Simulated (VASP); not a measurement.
```
CELL_PARAMETERS angstrom
      0.00000     2.79000     2.79000
      2.79000     0.00000     2.79000
      2.79000     2.79000     0.00000
ATOMIC_POSITIONS crystal
  Ca 0.00000 0.00000 0.00000
```

Method: PBE GGA, VASP's PBE PAW potentials (set 64) (plane waves; VASP). Numerical set-up: 400 eV cut-off, 9×9×9 Γ-centred mesh, first-order Methfessel-Paxton smearing of 0.10 eV, potentials Ca_sv.

Energy and stress use the plane-wave basis of the starting cell.

Problem. The ions, cell shape and volume are relaxed. Give the cell that the relaxation ends in.

Solution. 
```
CELL_PARAMETERS angstrom
      0.00000     2.76520     2.76520
      2.76520     0.00000     2.76520
      2.76520     2.76520     0.00000
ATOMIC_POSITIONS crystal
  Ca 0.00000 0.00000 0.00000
```
Space group Fm-3m (225), at a tolerance of 0.03 Å.

Problem. How do energy and volume change from the first to the last step?

Solution. The energy (σ→0) changes by -1.2 meV/atom and the volume by -2.6 %, in 3 ionic steps.

```csv
step,E(σ→0) (eV),max force (eV/Å),pressure (GPa),volume (Å³)
1,-1.9255,0.000,-0.43,43.44
2,-1.9266,0.000,-0.14,42.70
3,-1.9267,0.000,0.02,42.29
```

The compound is Ca in the fcc structure. This run relaxes it. Symmetry was kept, so distortions that lower it aren't found.
